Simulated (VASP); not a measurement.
Input:

```yaml
crystal:
  lattice:
    - [1.27116, -2.20171, 0.00000]
    - [1.27116, 2.20171, 0.00000]
    - [0.00000, 0.00000, 4.20425]
  atoms:
    - { symbol: B, position: [0.66667, 0.33333, 0.50022] }
    - { symbol: B, position: [0.33333, 0.66667, 0.00022] }
    - { symbol: N, position: [0.66667, 0.33333, 0.87478] }
    - { symbol: N, position: [0.33333, 0.66667, 0.37478] }
```

Method: PBE GGA with D3 dispersion (Becke-Johnson damping), VASP's PBE PAW potentials (set 64) (plane waves; VASP). Settings: 520 eV cut-off, 11×11×6 Γ-centred mesh, tetrahedra with Blöchl corrections, potentials B N.

The cores are frozen, which limits the accuracy of field gradients.

### Question
Give the principal components of the electric field gradient (V/Å²) and the asymmetry η at each nucleus.

### Answer

| atom | Vxx | Vyy | Vzz | η |
|---|---|---|---|---|
| B1 | -0.4 | -0.4 | 0.9 | 0.00 |
| B2 | -0.4 | -0.4 | 0.9 | 0.00 |
| N3 | -2.3 | -2.3 | 4.6 | 0.00 |
| N4 | -2.3 | -2.3 | 4.6 | 0.00 |

The compound is BN in the wurtzite structure, a metastable high-pressure form. It was relaxed first.
